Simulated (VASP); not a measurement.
An input for Quantum ESPRESSO's pw.x (written as the equivalent of a VASP run, and not itself run):

```
&CONTROL
  calculation = 'scf'
  pseudo_dir = './pseudo'
  outdir = './out'
  tprnfor = .true.
  tstress = .true.
/
&SYSTEM
  ibrav = 0
  nat = 2
  ntyp = 2
  ecutwfc = 88
  occupations = 'smearing'
  smearing = 'gaussian'
  degauss = 0.003675
  input_dft = 'pz'
/
&ELECTRONS
  conv_thr = 7.3e-09
  electron_maxstep = 100
/
ATOMIC_SPECIES
  Be 9.012 Be.upf
  Se 78.971 Se.upf
CELL_PARAMETERS angstrom
     0.0000000    2.5181631    2.5181631
     2.5181631    0.0000000    2.5181631
     2.5181631    2.5181631    0.0000000
ATOMIC_POSITIONS crystal
  Be   0.0000000  0.0000000  0.0000000
  Se   0.2500000  0.2500000  0.2500000
K_POINTS automatic
  9 9 9 0 0 0
```

### Question
Translate this input to VASP (INCAR, KPOINTS, POSCAR, choice of POTCAR).

### Answer
One answer among several that fit: 
### POSCAR
```
BeSe
1.0
  0.0000000000   2.5181630685   2.5181630685
  2.5181630685   0.0000000000   2.5181630685
  2.5181630685   2.5181630685   0.0000000000
Be Se
1 1
Cartesian
  0.0000000000   0.0000000000   0.0000000000
  1.2590815342   1.2590815342   1.2590815342
```

**KPOINTS**
```
Automatic mesh
0
Gamma
9 9 9
0 0 0
```

**INCAR**
```
ALGO  =  Normal
EDIFF  =  1E-7
ENCUT  =  520
ISIF  =  2
ISMEAR  =  0
LASPH  =  .TRUE.
LCHARG  =  .FALSE.
LMAXMIX  =  4
LREAL  =  .FALSE.
LWAVE  =  .FALSE.
NELM  =  100
PREC  =  Accurate
SIGMA  =  0.05
SYSTEM  =  BeSe
```

POTCAR, in this order: Be Se (LDA.64 set). Program: vasp_std.

Limits of the translation: the potentials are each code's own (VASP's PAW set, PseudoDojo norm-conserving files in pw.x), so ENCUT and ecutwfc are chosen apart and not converted; conv_thr bounds pw.x's estimated SCF error, while EDIFF bounds the energy change between steps.

The compound is BeSe in the zinc blende structure. This cell is one point of a volume scan, at 0.97 of the reference volume.
